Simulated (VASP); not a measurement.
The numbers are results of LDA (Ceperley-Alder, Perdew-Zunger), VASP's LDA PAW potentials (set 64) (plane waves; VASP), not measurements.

VASP input:

### INCAR
```
LWAVE=.FALSE.
ENCUT=500   ! plane-wave cut-off (eV)
SIGMA=0.1   ! width (eV)
SYSTEM=PdIn
IBRION=2   ! conjugate gradients
LMAXMIX=4
NSW=40
LASPH=.TRUE.   ! aspherical one-centre terms
ISMEAR=1
ALGO=Normal
EDIFFG=-0.02
EDIFF=1E-6   ! SCF stop (eV)
ISIF=3   ! ions, shape and volume
NELM=100   ! most electronic steps
LCHARG=.FALSE.
PSTRESS=450   ! kbar
LREAL=.FALSE.   ! projection in real space or not
PREC=Accurate
```

### POSCAR
```
PdIn
1.0
  3.0754182964   0.0000000000   0.0000000000
  0.0000000000   3.0754182964   0.0000000000
  0.0000000000   0.0000000000   3.0754182964
In Pd
1 1
Cartesian
  1.5377091482   1.5377091482   1.5377091482
  0.0000000000   0.0000000000   0.0000000000
```

### KPOINTS
```
Automatic
0
G
  12 12 12
0 0 0
```

POTCAR, in this order: In_d Pd (LDA.64 set). Program: vasp_std.

Output of the run:

**OSZICAR**
```
       N       E                     dE             d eps       ncg     rms          rms(c)
DAV:   1     0.158076957931E+03    0.15808E+03   -0.11319E+04  2602   0.205E+03
DAV:   2    -0.374940227178E+01   -0.16183E+03   -0.15779E+03  2611   0.415E+02
DAV:   3    -0.106597157853E+02   -0.69103E+01   -0.68894E+01  3059   0.928E+01
DAV:   4    -0.107821132457E+02   -0.12240E+00   -0.12238E+00  3068   0.113E+01
DAV:   5    -0.107878552530E+02   -0.57420E-02   -0.57419E-02  3743   0.226E+00    0.110E+01
DAV:   6    -0.105301986166E+02    0.25766E+00   -0.51711E-01  3045   0.115E+01    0.526E+00
DAV:   7    -0.104637146186E+02    0.66484E-01   -0.82410E-02  3359   0.728E+00    0.190E+00
DAV:   8    -0.104538151461E+02    0.98995E-02   -0.16108E-02  2940   0.138E+00    0.531E-01
DAV:   9    -0.104525272861E+02    0.12879E-02   -0.22862E-03  3311   0.968E-01    0.966E-02
DAV:  10    -0.104525034270E+02    0.23859E-04   -0.68235E-05  3418   0.191E-01    0.548E-02
DAV:  11    -0.104525034175E+02    0.95629E-08   -0.39728E-06  3044   0.236E-02
   1 F= -.22826453E+01 E0= -.22826557E+01  d E =-.228265E+01
       N       E                     dE             d eps       ncg     rms          rms(c)
DAV:   1    -0.193015408466E+02   -0.88490E+01   -0.21396E+02  2940   0.245E+02    0.387E+01
DAV:   2    -0.898139060024E+01    0.10320E+02   -0.29102E+01  2947   0.125E+02    0.615E+00
DAV:   3    -0.817989255765E+01    0.80150E+00   -0.19125E+00  3477   0.481E+01    0.705E+00
DAV:   4    -0.811127467730E+01    0.68618E-01   -0.19546E-01  3869   0.603E+00    0.484E+00
DAV:   5    -0.808172991325E+01    0.29545E-01   -0.61474E-02  3361   0.570E+00    0.517E-01
DAV:   6    -0.808226687192E+01   -0.53696E-03   -0.36605E-03  2835   0.741E-01    0.277E-01
DAV:   7    -0.808239333964E+01   -0.12647E-03   -0.21154E-04  3793   0.253E-01    0.323E-02
DAV:   8    -0.808238646807E+01    0.68716E-05   -0.22555E-05  3693   0.872E-02    0.272E-02
DAV:   9    -0.808238650076E+01   -0.32688E-07   -0.42095E-07  1743   0.696E-03
   2 F= -.14307261E+01 E0= -.14304042E+01  d E =0.851919E+00
       N       E                     dE             d eps       ncg     rms          rms(c)
DAV:   1    -0.164908792725E+02   -0.84085E+01   -0.16157E+02  2828   0.311E+02    0.158E+01
DAV:   2    -0.109382271479E+02    0.55527E+01   -0.16891E+01  2877   0.652E+01    0.868E+00
DAV:   3    -0.102907511159E+02    0.64748E+00   -0.11696E+00  3269   0.270E+01    0.379E+00
DAV:   4    -0.101838322089E+02    0.10692E+00   -0.23795E-01  3793   0.112E+01    0.176E+00
DAV:   5    -0.101777202322E+02    0.61120E-02   -0.13834E-02  3718   0.173E+00    0.100E+00
DAV:   6    -0.101740488748E+02    0.36714E-02   -0.45234E-03  3034   0.659E-01    0.183E-01
DAV:   7    -0.101740936702E+02   -0.44795E-04   -0.15874E-04  3800   0.135E-01    0.102E-01
DAV:   8    -0.101740918844E+02    0.17858E-05   -0.82726E-06  3584   0.727E-02    0.358E-02
DAV:   9    -0.101740919367E+02   -0.52308E-07   -0.11104E-06  1597   0.277E-02
   3 F= -.23463479E+01 E0= -.23464120E+01  d E =-.637026E-01
       N       E                     dE             d eps       ncg     rms          rms(c)
DAV:   1    -0.101566165883E+02    0.17475E-01   -0.35608E-02  2856   0.376E+00    0.313E-01
DAV:   2    -0.101551558203E+02    0.14608E-02   -0.47616E-03  2737   0.111E+00    0.862E-02
DAV:   3    -0.101550132159E+02    0.14260E-03   -0.31204E-04  3290   0.489E-01    0.456E-02
DAV:   4    -0.101549936469E+02    0.19569E-04   -0.39869E-05  3820   0.126E-01    0.409E-02
DAV:   5    -0.101549908043E+02    0.28426E-05   -0.93826E-06  2767   0.265E-02    0.149E-02
DAV:   6    -0.101549903841E+02    0.42020E-06   -0.11303E-06  1596   0.222E-02
   4 F= -.23466329E+01 E0= -.23466982E+01  d E =-.639876E-01
       N       E                     dE             d eps       ncg     rms          rms(c)
DAV:   1    -0.101480979388E+02    0.68929E-02   -0.48014E-03  2849   0.139E+00    0.114E-01
DAV:   2    -0.101479014102E+02    0.19653E-03   -0.63277E-04  2744   0.406E-01    0.318E-02
DAV:   3    -0.101478819353E+02    0.19475E-04   -0.41951E-05  3339   0.180E-01    0.174E-02
DAV:   4    -0.101478792068E+02    0.27285E-05   -0.51724E-06  2839   0.461E-02    0.150E-02
DAV:   5    -0.101478788089E+02    0.39787E-06   -0.13403E-06  2102   0.105E-02
   5 F= -.23466404E+01 E0= -.23467060E+01  d E =-.639951E-01
```

### OUTCAR
```
------------------------ aborting loop because EDIFF is reached ----------------------------------------
  FORCE on cell =-STRESS in cart. coord.  units (eV):
  Direction    XX          YY          ZZ          XY          YZ          ZX
  --------------------------------------------------------------------------------------
  Total        7.8129248      7.8129248      7.8129248     -0.0000000     -0.0000000      0.0000000
  in kB      450.6741091    450.6741091    450.6741091     -0.0000000     -0.0000000      0.0000000
  external PRESSURE =       0.6741091 kB  Pullay stress =     450.0000000 kB
  volume of cell :       27.78
      direct lattice vectors                 reciprocal lattice vectors
     3.028450919 -0.000000000  0.000000000     0.330201818  0.000000000  0.000000000
    -0.000000000  3.028450919  0.000000000     0.000000000  0.330201818  0.000000000
    -0.000000000 -0.000000000  3.028450919    -0.000000000 -0.000000000  0.330201818
 POSITION                                       TOTAL-FORCE (eV/Angst)
 -----------------------------------------------------------------------------------
      1.51423      1.51423      1.51423        -0.000000     -0.000000      0.000000
      0.00000      0.00000      0.00000         0.000000      0.000000      0.000000
 -----------------------------------------------------------------------------------
    total drift:                                0.000000      0.000000     -0.000000
  FREE ENERGIE OF THE ION-ELECTRON SYSTEM (eV)
  ---------------------------------------------------
  free  energy   TOTEN  =       -10.1478788089 eV

  energy  without entropy=      -10.1480757371  energy(sigma->0) =      -10.14794445
  enthalpy is  TOTEN    =        -2.3466404060 eV   P V=        7.8012384030

 reached required accuracy - stopping structural energy minimisation
```
(Selected blocks of OUTCAR.)

**CONTCAR**
```
PdIn
   1.00000000000000
     3.0284509185166706   -0.0000000000000000    0.0000000000000000
    -0.0000000000000000    3.0284509185166706    0.0000000000000000
    -0.0000000000000000   -0.0000000000000000    3.0284509185166706
  In              Pd
     1     1
Direct
     0.5000000000000000    0.5000000000000000    0.5000000000000000
     0.0000000000000000    0.0000000000000000    0.0000000000000000
```

Energy and stress use the plane-wave basis of the starting cell.

The compound is PdIn in the CsCl type structure. This run relaxes it under an external pressure of 45 GPa. Symmetry was kept, so distortions that lower it aren't found. The electron count is odd and the run is not spin-polarised, which forces a metal.
